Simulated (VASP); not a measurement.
# A VASP study of SnTeS (optB86b-vdW): structure first, properties next, part 5 of 6

Aim: relax SnTeS, then compute properties on the relaxed cell. The cell is invented: it takes the structure of a Materials Project entry for SnSeS (space group 156 there), with some of its atoms replaced by other elements, volume scaled by an estimate. It may not be a known or stable phase.

VASP 6.6.1, plane waves and PAW; the level of theory is named at each step.

Still holding for the runs below: The k-mesh is coarse for a metal.

So far. Step 11 (Volume scan with optB86b-vdW (run 4)): The run ends at a pressure of 0.04 GPa, with forces up to 0.0061 eV/Å.

### Step 12. Volume scan with optB86b-vdW (run 5)

Level of this step: optB86b-vdW; plane waves and PAW (Te, Sn_d, S); invented cell (VASP).

INCAR reads:

```
SYSTEM = SnTeS
PREC = Accurate
ENCUT = 400
EDIFF = 1E-06
NELM = 100
ISMEAR = -1
SIGMA = 0.05
LREAL = .FALSE.
ALGO = Normal
GGA = MK
AGGAC = 0
LUSE_VDW = .TRUE.
PARAM1 = 0.1234
PARAM2 = 1
LASPH = .TRUE.
NBANDS = 19
LORBIT = 11
LWAVE = .FALSE.
LCHARG = .FALSE.
ISIF = 2
```

POSCAR reads:

```
SnTeS
1.0
    3.8700363584      0.0000000084      0.0000000000
   -1.9350186700      3.3515495957      0.0000000000
    0.0000000000      0.0000000000      6.3468129947
Te Sn S
1 1 1
Direct
    0.0000000000      0.0000000000      0.7143718298
    0.3333333300      0.6666666700      0.0271037094
    0.6666666700      0.3333333300      0.2585254609
```

KPOINTS reads:

```
Automatic mesh
0
Gamma
6 6 3
0 0 0
```

The projector-augmented-wave data sets are Te, Sn_d and S (PBE family, release 64).

Launch:

```console
$ mpirun -np 1 vasp_std
```

Output:

```text
[... set-up lines as in an earlier step ...]
 entering main loop
       N       E                     dE             d eps       ncg     rms          rms(c)
DAV:   1     0.178008858149E+03    0.17801E+03   -0.10626E+04   649   0.129E+03
DAV:   2     0.126442453316E+02   -0.16536E+03   -0.16034E+03   684   0.310E+02
DAV:   3    -0.487685810661E+01   -0.17521E+02   -0.17142E+02   805   0.102E+02
DAV:   4    -0.546647852302E+01   -0.58962E+00   -0.58833E+00   767   0.199E+01
[...]
DAV:  11    -0.522691588526E+01   -0.22930E-04   -0.42863E-05   703   0.416E-02    0.351E-02
DAV:  12    -0.522692711738E+01   -0.11232E-04   -0.13467E-05   688   0.251E-02    0.653E-03
DAV:  13    -0.522692779634E+01   -0.67895E-06   -0.11325E-06   610   0.729E-03
   1 F= -.52269278E+01 E0= -.52222819E+01  d E =-.929176E-02
```

The job ended after 46 s (1 MPI rank of Intel Xeon Platinum 8559C (Emerald Rapids), shared host; peak memory 0.39 GiB).

OUTCAR, selected parts (step 12):

```text
  Total       -0.5489944     -0.5489943     -0.5790457      0.0000001      0.0000000     -0.0000000
  in kB      -10.6846934    -10.6846922    -11.2695617      0.0000015      0.0000000     -0.0000000
  external PRESSURE =     -10.8796491 kB  Pullay stress =       0.0000000 kB

 POSITION                                       TOTAL-FORCE (eV/Angst)
 -----------------------------------------------------------------------------------
      0.00000      0.00000      4.53398         0.000000     -0.000000      0.112131
     -0.00000      2.23437      0.17202         0.000000     -0.000000      0.004097
      1.93502      1.11718      1.64081        -0.000000      0.000000     -0.116228
 -----------------------------------------------------------------------------------
    total drift:                               -0.000002      0.000001     -0.000889

  FREE ENERGIE OF THE ION-ELECTRON SYSTEM (eV)
  ---------------------------------------------------
  free  energy   TOTEN  =        -5.2269277963 eV

  energy  without entropy=       -5.2176360373  energy(sigma->0) =       -5.22228192

[... 1 part as in an earlier step ...]

[... 2 further parts left out ...]
[key lines of the parts left out:]
E-fermi :   5.8431
```

The pressure falls from 0.04 to -1.09 GPa.

The run ends at a pressure of -1.09 GPa, with forces up to 0.12 eV/Å.

### Step 13. Volume scan with optB86b-vdW (run 6)

INCAR is that of step 12.

POSCAR reads:

```
SnTeS
1.0
    3.8951671687      0.0000000084      0.0000000000
   -1.9475840783      3.3733135146      0.0000000000
    0.0000000000      0.0000000000      6.3880272210
Te Sn S
1 1 1
Direct
    0.0000000000      0.0000000000      0.7143718298
    0.3333333300      0.6666666700      0.0271037094
    0.6666666700      0.3333333300      0.2585254609
```

KPOINTS is that of step 12.

Launch:

```console
$ mpirun -np 1 vasp_std
```

Output:

```text
[... set-up lines as in an earlier step ...]
 entering main loop
       N       E                     dE             d eps       ncg     rms          rms(c)
DAV:   1     0.182004124921E+03    0.18200E+03   -0.10787E+04   652   0.130E+03
DAV:   2     0.143086508844E+02   -0.16770E+03   -0.16296E+03   671   0.320E+02
DAV:   3    -0.479122529114E+01   -0.19100E+02   -0.18863E+02   805   0.107E+02
DAV:   4    -0.545087386578E+01   -0.65965E+00   -0.65833E+00   729   0.213E+01
[...]
DAV:  11    -0.521121427287E+01   -0.24897E-04   -0.45639E-05   712   0.429E-02    0.387E-02
DAV:  12    -0.521122658994E+01   -0.12317E-04   -0.13676E-05   697   0.252E-02    0.701E-03
DAV:  13    -0.521122745283E+01   -0.86289E-06   -0.10934E-06   622   0.755E-03
   1 F= -.52112275E+01 E0= -.52063888E+01  d E =-.967735E-02
```

Wall time 47 s (1 MPI rank); peak memory 0.39 GiB.

From OUTCAR (step 13):

```text
  Total       -1.0772313     -1.0772312     -1.1368722      0.0000002      0.0000000      0.0000000
  in kB      -20.5622194    -20.5622169    -21.7006469      0.0000030      0.0000000      0.0000000
  external PRESSURE =     -20.9416944 kB  Pullay stress =       0.0000000 kB

 POSITION                                       TOTAL-FORCE (eV/Angst)
 -----------------------------------------------------------------------------------
      0.00000      0.00000      4.56343         0.000000      0.000000      0.218645
     -0.00000      2.24888      0.17314         0.000000     -0.000000      0.009395
      1.94758      1.12444      1.65147        -0.000000      0.000000     -0.228040
 -----------------------------------------------------------------------------------
    total drift:                               -0.000002      0.000001     -0.001654

  FREE ENERGIE OF THE ION-ELECTRON SYSTEM (eV)
  ---------------------------------------------------
  free  energy   TOTEN  =        -5.2112274528 eV

  energy  without entropy=       -5.2015501020  energy(sigma->0) =       -5.20638878

[... 1 part as in an earlier step ...]

[... 2 further parts left out ...]
[key lines of the parts left out:]
E-fermi :   5.6030
```

The pressure falls from -1.09 to -2.09 GPa.

The run ends at a pressure of -2.09 GPa, with forces up to 0.23 eV/Å.

### Step 14. Volume scan with optB86b-vdW (run 7)

A prediction first. A least-squares parabola for the 6 pressures of evenly scaled cells so far, P = 0.04 -59.8 t +140 t² GPa with t = ln(V/V₁) and V₁ the volume at scale 1, gives -2.97 GPa at t = +0.0583.

INCAR is that of step 13.

POSCAR reads:

```
SnTeS
1.0
    3.9199778196      0.0000000085      0.0000000000
   -1.9599894069      3.3948001672      0.0000000000
    0.0000000000      0.0000000000      6.4287163895
Te Sn S
1 1 1
Direct
    0.0000000000      0.0000000000      0.7143718298
    0.3333333300      0.6666666700      0.0271037094
    0.6666666700      0.3333333300      0.2585254609
```

KPOINTS is that of step 13.

Launch:

```console
$ mpirun -np 1 vasp_std
```

Output:

```text
[... set-up lines as in an earlier step ...]
 entering main loop
       N       E                     dE             d eps       ncg     rms          rms(c)
DAV:   1     0.184272532281E+03    0.18427E+03   -0.10858E+04   646   0.130E+03
DAV:   2     0.135059007290E+02   -0.17077E+03   -0.16619E+03   702   0.324E+02
DAV:   3    -0.486867308330E+01   -0.18375E+02   -0.18133E+02   815   0.105E+02
DAV:   4    -0.543288462771E+01   -0.56421E+00   -0.56325E+00   746   0.202E+01
[...]
DAV:  11    -0.518597555347E+01   -0.25445E-04   -0.43738E-05   737   0.433E-02    0.371E-02
DAV:  12    -0.518598760545E+01   -0.12052E-04   -0.11677E-05   697   0.232E-02    0.668E-03
DAV:  13    -0.518598860497E+01   -0.99953E-06   -0.92692E-07   596   0.763E-03
   1 F= -.51859886E+01 E0= -.51809004E+01  d E =-.101763E-01
```

Wall time 46 s (1 MPI rank); peak memory 0.39 GiB.

Parts of OUTCAR (step 14):

```text
  Total       -1.5681428     -1.5681426     -1.6512013      0.0000002      0.0000000     -0.0000000
  in kB      -29.3679810    -29.3679775    -30.9234901      0.0000042      0.0000000     -0.0000000
  external PRESSURE =     -29.8864829 kB  Pullay stress =       0.0000000 kB

 POSITION                                       TOTAL-FORCE (eV/Angst)
 -----------------------------------------------------------------------------------
      0.00000      0.00000      4.59249         0.000000      0.000000      0.314759
     -0.00000      2.26320      0.17424         0.000000      0.000000      0.016427
      1.95999      1.13160      1.66199        -0.000000     -0.000000     -0.331186
 -----------------------------------------------------------------------------------
    total drift:                               -0.000002      0.000001     -0.001670

  FREE ENERGIE OF THE ION-ELECTRON SYSTEM (eV)
  ---------------------------------------------------
  free  energy   TOTEN  =        -5.1859886050 eV

  energy  without entropy=       -5.1758122824  energy(sigma->0) =       -5.18090044

[... 1 part as in an earlier step ...]

[... 2 further parts left out ...]
[key lines of the parts left out:]
E-fermi :   5.3715
```

The pressure falls from -2.09 to -2.99 GPa. The parabola predicted -2.97 GPa, +0.02 GPa off.

### Step 15. The series together

Times are for 1 MPI rank of Intel Xeon Platinum 8559C (Emerald Rapids), shared host. The runs compared:

```
no.  volume scale  energy above the lowest point (meV/atom)  pressure (GPa)  time  memory (GiB)
  1          0.94                                     20.98           4.280  45 s          0.38
  2          0.96                                      9.19           2.708  46 s          0.38
  3          0.98                                      2.34           1.305  46 s          0.39
  4             1                                         0         0.04219  47 s          0.39
  5          1.02                                       1.7          -1.088  46 s          0.39
  6          1.04                                         7          -2.094  47 s          0.39
  7          1.06                                     15.49          -2.989  46 s          0.39
```

### Step 16. Fit for optB86b-vdW

This step: Birch-Murnaghan fit, optB86b-vdW; plane waves and PAW; invented cell (VASP 6.6.1).

Derived from the runs above.

This step gave:

```yaml
pressure_derivative_of_the_bulk_modulus: 4.444
r_m_s_error_of_the_fit: 1.28e-5 eV/atom
minimum_inside_the_sampled_range: yes
bulk_modulus: 59.42 GPa
equilibrium_volume_of_the_fit: 26.94 Å³/atom
```

Table of energy above the fitted minimum by volume:

```
volume (Å³/atom)  energy above the fitted minimum (eV/atom)
           25.29                                     0.0210
           25.83                                    0.00918
           26.36                                    0.00234
           26.90                                    -8.0e-6
           27.44                                    0.00169
           27.98                                    0.00699
           28.52                                     0.0155
```

The fit over cells of fixed shape and fractional positions puts the volume +0.13 % from the relaxed one. At a finite cutoff and mesh the minimum of the energy and the zero of the stress don't quite coincide, and the relaxation stops at a threshold. The atoms bear forces along the scan, since they were held; freeing them would lower the modulus.

### Step 17. Band structure (optB86b-vdW + SOC)

This step: optB86b-vdW, spin-orbit coupling; plane waves and PAW (Te, Sn_d, S); invented cell (VASP 6.6.1).

Levels along the symmetry lines show where the bands peak and cross; KPOINTS_OPT computes them in the converged potential. Spin-orbit coupling needs spinors and the noncollinear program, where each band holds one electron.

Edit INCAR of step 14 so:

```diff
@@ -15,3 +15,7 @@
 LASPH = .TRUE.
-NBANDS = 19
+LNONCOLLINEAR = .TRUE.
+MAGMOM = 0 0 0 0 0 0 0 0 0
+NBANDS = 38
+GGA_COMPAT = .FALSE.
+LSORBIT = .TRUE.
 LORBIT = 11
@@ -19,2 +23 @@
 LCHARG = .FALSE.
-ISIF = 2
```

POSCAR reads:

```
SnTeS
1.0
    3.8445748557      0.0000000083      0.0000000000
   -1.9222879154      3.3294992889      0.0000000000
    0.0000000000      0.0000000000      6.3050564372
Te Sn S
1 1 1
Direct
    0.0000000000      0.0000000000      0.7143718298
    0.3333333300      0.6666666700      0.0271037094
    0.6666666700      0.3333333300      0.2585254609
```

KPOINTS reads:

```
Automatic mesh
0
Gamma
5 5 3
0 0 0
```

KPOINTS_OPT reads:

```
Line mode
16
Line-mode
Reciprocal
  0.00000000   0.00000000   0.00000000 GAMMA
  0.50000000   0.00000000   0.00000000 M

  0.50000000   0.00000000   0.00000000 M
  0.33333333   0.33333333   0.00000000 K

  0.33333333   0.33333333   0.00000000 K
  0.00000000   0.00000000   0.00000000 GAMMA

  0.00000000   0.00000000   0.00000000 GAMMA
  0.00000000   0.00000000   0.50000000 A

  0.00000000   0.00000000   0.50000000 A
  0.50000000   0.00000000   0.50000000 L

  0.50000000   0.00000000   0.50000000 L
  0.33333333   0.33333333   0.50000000 H

  0.33333333   0.33333333   0.50000000 H
  0.00000000   0.00000000   0.50000000 A

  0.50000000   0.00000000   0.50000000 L
  0.50000000   0.00000000   0.00000000 M

  0.33333333   0.33333333   0.00000000 K
  0.33333333   0.33333333   0.50000000 H
```

Launch:

```console
$ mpirun -np 1 vasp_ncl
```

Output:

```text
[... set-up lines as in an earlier step ...]
 entering main loop
       N       E                     dE             d eps       ncg     rms          rms(c)
DAV:   1     0.226304530508E+03    0.22630E+03   -0.99922E+03  1662   0.133E+03
DAV:   2     0.270945332863E+02   -0.19921E+03   -0.19008E+03  1642   0.387E+02
DAV:   3    -0.393982031786E+01   -0.31034E+02   -0.30170E+02  1984   0.139E+02
DAV:   4    -0.558258386110E+01   -0.16428E+01   -0.16256E+01  1880   0.346E+01
DAV:   5    -0.563457444980E+01   -0.51991E-01   -0.51966E-01  2134   0.650E+00    0.795E+00
DAV:   6    -0.537499471418E+01    0.25958E+00   -0.39252E-01  2152   0.686E+00    0.520E+00
DAV:   7    -0.537643293470E+01   -0.14382E-02   -0.20432E-01  1956   0.260E+00    0.258E+00
DAV:   8    -0.537770440596E+01   -0.12715E-02   -0.13253E-02  1894   0.835E-01    0.741E-01
DAV:   9    -0.537745524848E+01    0.24916E-03   -0.27028E-03  1860   0.421E-01    0.251E-01
DAV:  10    -0.537749970081E+01   -0.44452E-04   -0.48965E-04  1876   0.140E-01    0.123E-01
DAV:  11    -0.537754668465E+01   -0.46984E-04   -0.14099E-04  1998   0.689E-02    0.768E-02
DAV:  12    -0.537755955275E+01   -0.12868E-04   -0.99060E-06  1614   0.246E-02    0.282E-02
DAV:  13    -0.537756415338E+01   -0.46006E-05   -0.36259E-06  1580   0.139E-02    0.868E-03
DAV:  14    -0.537756502366E+01   -0.87028E-06   -0.71684E-07  1344   0.651E-03
   1 F= -.53775650E+01 E0= -.53680753E+01  d E =-.189795E-01  mag=     0.0000     0.0000    -0.0000
 Start KPOINTS_OPT (optional k-point list driver)
k-point batch [1-21\144]
       N       E                     dE             ncg
DAV:   1     0.182072291279E+04   -0.69235E+04     1666
DAV:   2    -0.234673577596E+04   -0.41675E+04     1684
DAV:   3    -0.299204931887E+04   -0.64531E+03     1922
DAV:   4    -0.302508167599E+04   -0.33032E+02     1848
DAV:   5    -0.302612388044E+04   -0.10422E+01     2184
DAV:   6    -0.302615256669E+04   -0.28686E-01     2094
DAV:   7    -0.302615351695E+04   -0.95026E-03     2312
DAV:   8    -0.302615353562E+04   -0.18672E-04     1912
DAV:   9    -0.302615353633E+04   -0.71099E-06     1248
[...]
k-point batch [127-144\144]
       N       E                     dE             ncg
DAV:   1     0.349279526377E+04   -0.12760E+05     1406
DAV:   2    -0.303685511216E+02   -0.35232E+04     1432
DAV:   3    -0.546947172244E+03   -0.51658E+03     1644
DAV:   4    -0.571412057429E+03   -0.24465E+02     1628
DAV:   5    -0.572178760708E+03   -0.76670E+00     1812
DAV:   6    -0.572201201238E+03   -0.22441E-01     1802
DAV:   7    -0.572202107320E+03   -0.90608E-03     1970
DAV:   8    -0.572202127203E+03   -0.19883E-04     1714
DAV:   9    -0.572202127642E+03   -0.43840E-06     1170
```

It took 6 min on 1 MPI rank; peak memory 0.61 GiB.

Parts of OUTCAR (step 17):

```text
   k-points           NKPTS =     21   k-points in BZ     NKDIM =     21   number of bands    NBANDS=     38

   NELECT =      26.0000    total number of electrons

 E-fermi :   6.0610

 k-point     1 :       0.0000    0.0000    0.0000
  band No.  band energies     occupation
    ...
     20       4.2411      1.00000
     21       5.0934      1.00000
     22       5.0934      1.00000
     23       5.8461      0.98658
     24       5.8461      0.98658
     25       6.2457      0.02427
     26       6.2457      0.02427
     27       6.6699      0.00001
     28       6.6699      0.00001
     29       9.1887      0.00000
    ...

Total vdW correction in eV:      4.4273960

  Total        0.2231499      0.2231499      0.1638777     -0.0000000     -0.0000000      0.0000000
  in kB        4.4298717      4.4298711      3.2532250     -0.0000006     -0.0000000      0.0000000
  external PRESSURE =       4.0376559 kB  Pullay stress =       0.0000000 kB

 POSITION                                       TOTAL-FORCE (eV/Angst)
 -----------------------------------------------------------------------------------
      0.00000      0.00000      4.50415         0.000000     -0.000000     -0.038190
     -0.00000      2.21967      0.17089         0.000000     -0.000000      0.050432
      1.92229      1.10983      1.63002        -0.000000      0.000000     -0.012242
 -----------------------------------------------------------------------------------
    total drift:                               -0.000002      0.000001      0.000028

  FREE ENERGIE OF THE ION-ELECTRON SYSTEM (eV)
  ---------------------------------------------------
  free  energy   TOTEN  =        -5.3775650237 eV

  energy  without entropy=       -5.3585855105  energy(sigma->0) =       -5.36807527

Total vdW correction in eV:      4.4272992

 Spin-Orbit-Coupling matrix elements
 Ion:    1  E_soc:     -0.2723937
 Ion:    2  E_soc:     -0.0931900
 Ion:    3  E_soc:     -0.0026631

 magnetization (x)
# of ion       s       p       d       tot
------------------------------------------
    1       -0.000   0.000   0.000   0.000
    2        0.000   0.000  -0.000   0.000
    3        0.000  -0.000   0.000  -0.000
--------------------------------------------------
tot          0.000   0.000  -0.000   0.000

 magnetization (y)
# of ion       s       p       d       tot
------------------------------------------
    1        0.000   0.000   0.000   0.000
    2        0.000   0.000   0.000   0.000
    3        0.000  -0.000   0.000  -0.000
--------------------------------------------------
tot          0.000   0.000   0.000   0.000

 magnetization (z)
# of ion       s       p       d       tot
------------------------------------------
    1        0.000  -0.000   0.000  -0.000
    2       -0.000   0.000  -0.000  -0.000
    3        0.000   0.000   0.000   0.000
--------------------------------------------------
tot         -0.000  -0.000   0.000  -0.000

[... 6 parts as in an earlier step ...]

[... 10 further parts left out ...]
```

Numbers from this step:

| Property | Result |
| --- | --- |
| SCF cycles | 14 |
| bands | 38 |
| irreducible k-points | 21 |
| free energy (TOTEN) | -5.378 eV |
| energy at zero smearing | -5.368 eV |
| Fermi energy | 6.061 eV |
| pressure | 0.4038 GPa |

On-site spin-orbit energy by atom:

```
atom  on-site spin-orbit energy (eV)
 Te1                          -0.272
 Sn2                          -0.093
  S3                          -0.003
```

The electronic bands at the labelled points (eV, zero at the Fermi level; # counts the bands kept in this run, so #1 is VASP's band 15):

```
          point     #9    #10    #11    #12    #13    #14   #15   #16
              Γ  -0.21  -0.21   0.18   0.18   0.61   0.61  3.13  3.13
0.53 of the way  -1.12  -1.00  -0.15  -0.09   0.87   0.95  2.94  3.04
              M  -2.42  -2.42  -0.47  -0.47   0.43   0.43  2.80  2.80
0.47 of the way  -2.41  -2.30  -1.69  -1.48   0.15   0.33  3.57  3.79
              K  -2.94  -2.68  -2.25  -2.16  -0.41  -0.26  4.59  4.72
0.47 of the way  -1.59  -1.36  -0.85  -0.79   0.77   0.94  3.54  3.72
              Γ  -0.21  -0.21   0.18   0.18   0.61   0.61  3.13  3.13
0.53 of the way  -0.01  -0.01   0.68   0.68   1.02   1.02  3.08  3.08
              A   0.06   0.06   0.74   0.74   1.45   1.45  3.01  3.01
0.47 of the way  -1.96  -1.73  -0.38  -0.30   0.65   0.75  3.54  3.64
              L  -1.66  -1.66  -0.91  -0.91  -0.40  -0.40  2.88  2.88
0.53 of the way  -1.51  -1.15  -1.02  -0.92   0.41   0.58  3.01  3.05
              H  -1.44  -1.14  -0.77  -0.69   0.91   1.09  2.81  2.97
0.53 of the way  -1.94  -1.63  -1.12  -0.83   1.09   1.25  3.54  3.63
              A   0.06   0.06   0.74   0.74   1.45   1.45  3.01  3.01
      jump to L  -1.66  -1.66  -0.91  -0.91  -0.40  -0.40  2.88  2.88
0.53 of the way  -1.87  -1.78  -0.69  -0.67  -0.16  -0.14  3.09  3.11
              M  -2.42  -2.42  -0.47  -0.47   0.43   0.43  2.80  2.80
      jump to K  -2.94  -2.68  -2.25  -2.16  -0.41  -0.26  4.59  4.72
0.47 of the way  -2.18  -1.93  -1.59  -1.50   0.14   0.31  3.78  3.90
              H  -1.44  -1.14  -0.77  -0.69   0.91   1.09  2.81  2.97
```

Of the projections kept (Te, Sn, S), the largest for each band there, as a share of the weight inside these atoms' spheres; weight between the spheres isn't counted:

```
point       #9      #10      #11      #12      #13      #14      #15      #16
    Γ   S 0.36   S 0.36  Te 0.64  Te 0.64  Te 0.84  Te 0.84  Sn 0.59  Sn 0.59
    M  Te 0.49  Te 0.49  Te 0.68  Te 0.68   S 0.35   S 0.35  Sn 0.61  Sn 0.61
    K   S 0.56  Te 0.55  Te 0.67  Te 0.70  Sn 0.43  Sn 0.42  Sn 0.45  Sn 0.43
    Γ   S 0.36   S 0.36  Te 0.64  Te 0.64  Te 0.84  Te 0.84  Sn 0.59  Sn 0.59
    A  Te 0.84  Te 0.84  Te 0.86  Te 0.86  Sn 0.47  Sn 0.47  Sn 0.64  Sn 0.64
    L  Te 0.53  Te 0.53  Te 0.72  Te 0.72  Sn 0.38  Sn 0.38  Sn 0.50  Sn 0.50
```

Force by atom:

```
atom  x (eV/Å)  y (eV/Å)  z (eV/Å)    size
 Te1    0.0000    0.0000   -0.0382  0.0382
 Sn2    0.0000    0.0000    0.0504  0.0504
  S3    0.0000    0.0000   -0.0122  0.0122
```

At these settings, which differ from those of the relaxation, the cell is under a pressure of 0.4 GPa.

(Continued in part 6 of 6.)

[Lines on the potential files, build, host, timing and source positions are cut from VASP's logs without a mark.]

[Logs are printed without paths, hosts, clocks, repeated set-up lines and the standing remarks that a program may print on its own settings, such as how far it seeks lower states.]

[Hosts, paths, dates, database ids (printed as entryN), source tags and the programs' standing remarks are cut or masked in the printed files.]

[A measured line is paired with the nearest computed mode of its activity, which favours agreement.]

[In band tables of VASP the shares of atoms and orbitals are scaled to a sum of 1 inside the atoms' spheres.]
